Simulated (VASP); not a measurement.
Here is the system:

```
CELL_PARAMETERS angstrom
      1.88500    -3.26492     0.00000
      1.88500     3.26492     0.00000
      0.00000     0.00000    12.16000
ATOMIC_POSITIONS crystal
  La 0.00000 0.00000 0.50000
  La 0.00000 0.00000 0.00000
  La 0.33333 0.66667 0.25000
  La 0.66667 0.33333 0.75000
```

Calculation: PBE GGA, VASP's PBE PAW potentials (set 64) (plane waves; VASP). Settings: 300 eV cut-off, 7×7×2 Γ-centred mesh, Fermi-Dirac smearing of 0.10 eV, potentials La.

At this cut-off the stress carries a Pulay error, which pulls relaxed volumes low.

### Question
The ions, cell shape and volume are relaxed. Give the cell that the relaxation ends in.

### Answer

```
CELL_PARAMETERS angstrom
      1.87372    -3.24538     0.00000
      1.87372     3.24538     0.00000
      0.00000     0.00000    12.14871
ATOMIC_POSITIONS crystal
  La 0.00000 0.00000 0.50000
  La 0.00000 0.00000 0.00000
  La 0.33333 0.66667 0.25000
  La 0.66667 0.33333 0.75000
```
Space group P6_3/mmc (194), at a tolerance of 0.03 Å.

### Question
How do energy and volume change from the first to the last step?

### Answer
The energy (σ→0) changes by -1.0 meV/atom and the volume by -1.3 %, in 5 ionic steps.

The structure is a typed La crystal (P6_3/mmc). This run relaxes it. Symmetry was kept, so distortions that lower it aren't found. The run is one of a series of settings (EDIFFG = -0.01, IBRION = 2, ISIF = 3, NSW = 50 against the base run), some of them coarse on purpose.
